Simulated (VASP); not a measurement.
Runs of VASP 6.6.1 on Li. Symmetry: Im-3m, No. 229, cubic system. Conventional cell: a = 3.509 Å, b = 3.509 Å, c = 3.509 Å, α = 90.00°, β = 90.00°, γ = 90.00°. Li (site symmetry m-3m) is surrounded by 8 Li at 3.04 Å. 

```tsv
level	potentials or basis	gap on the mesh (eV)	pressure (GPa)	relaxed volume (Å³/atom)
PBE+D3(BJ)	VASP PAW PBE potentials, release 64 (Li_sv)	none	0.0	18.06
r2SCAN	VASP PAW PBE potentials, release 64 (Li_sv)	none	-0.1	(b)
LDA	VASP PAW LDA potentials, release 64 (Li_sv)	none	0.1	18.70
PBEsol	VASP PAW PBE potentials, release 64 (Li_sv)	none	0.0	19.99
PBE	VASP PAW PBE potentials, release 64 (Li_sv)	none	0.0	(a)
```

Alike in all rows: task relaxation of cell and atoms; no spin polarisation; cell relaxed; k mesh 16 × 16 × 16; cutoff (eV) 600; smearing methfessel-paxton 0.1 eV.

Problem. Fill in the values left out.

Solution. (a) 20.07; (b) 20.72.

Caveats: the cutoff is under 1.25 times the usual one of these potentials, so pressure, stress and relaxed cells hold a basis-set (Pulay) error; the PAW data sets were made with another functional, which shifts forces and pressure a little (some runs); the volume moved by over 15 % at a fixed basis, so the end points are rough (some runs); the volume moved by -16 % from the deposited cell, more than functionals usually miss (some runs); pairwise dispersion overbinds metals, which lowers pressure and volume (some runs); the volume moved by -13 % from the deposited cell, more than functionals usually miss (some runs).

A k mesh can miss the band edges.

A gap of «none» marks a metal or a gap under the smearing width.

Not every run made on this cell is shown here.
